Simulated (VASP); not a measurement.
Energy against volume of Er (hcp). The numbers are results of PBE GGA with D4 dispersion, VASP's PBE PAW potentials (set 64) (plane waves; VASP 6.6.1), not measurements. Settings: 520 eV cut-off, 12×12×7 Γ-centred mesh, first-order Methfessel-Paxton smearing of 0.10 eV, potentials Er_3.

The 4f electrons are frozen in the core of the lanthanide potential, so 4f levels, which can set the real gap, and their magnetism are missing.

Shape and ions are relaxed at each volume.

| V (Å³/atom) | E (eV/atom) |
|---|---|
| 28.304 | -4.66041 |
| 29.208 | -4.67408 |
| 30.111 | -4.67944 |
| 31.014 | -4.67715 |

Question: Fit these four points and predict the energy of the run at 31.918 Å³/atom.

Answer: A cubic in V^(−2/3), the third-order Birch-Murnaghan form, passes through the four points with V0 = 30.28 Å³/atom and B0 = 45 GPa, and gives -4.6678 eV/atom there. The run gave -4.6680 eV/atom, -0.2 meV/atom from the fit; all five points give B0 = 44 GPa.

The compound is Er in the hcp structure. It was relaxed first.
